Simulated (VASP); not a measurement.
Consider the following.

```
AlCo
1.0
    2.84983     0.00000     0.00000
    0.00000     2.84983     0.00000
    0.00000     0.00000     2.84983
Al Co
1 1
Direct
  0.50000   0.50000   0.50000
  0.00000   0.00000   0.00000
```

Level of theory: PBE GGA, VASP's PBE PAW potentials (set 64) (plane waves; VASP). Run with 480 eV cut-off, 12×12×12 Γ-centred mesh, first-order Methfessel-Paxton smearing of 0.10 eV, potentials Al Co.

Each relaxation starts from this cell; other phases were not tried.

The cell is relaxed at 20 GPa. What happens?

The volume per atom goes from 11.57 to 10.58 Å³ (-8.6 %), and the cell becomes a = b = c = 2.7660 Å, α = β = γ = 90.00°, space group Pm-3m.

The cell is relaxed at 30 GPa. What happens?

The volume per atom goes from 11.57 to 10.20 Å³ (-11.8 %), and the cell becomes a = b = c = 2.733 Å, α = β = γ = 90.00°, space group Pm-3m.

Failed runs are left out, and for metals the shear rows, which the mesh's noise covers.

The compound is CoAl in the CsCl type structure. The run is not spin-polarised, so no magnetic state was tried.
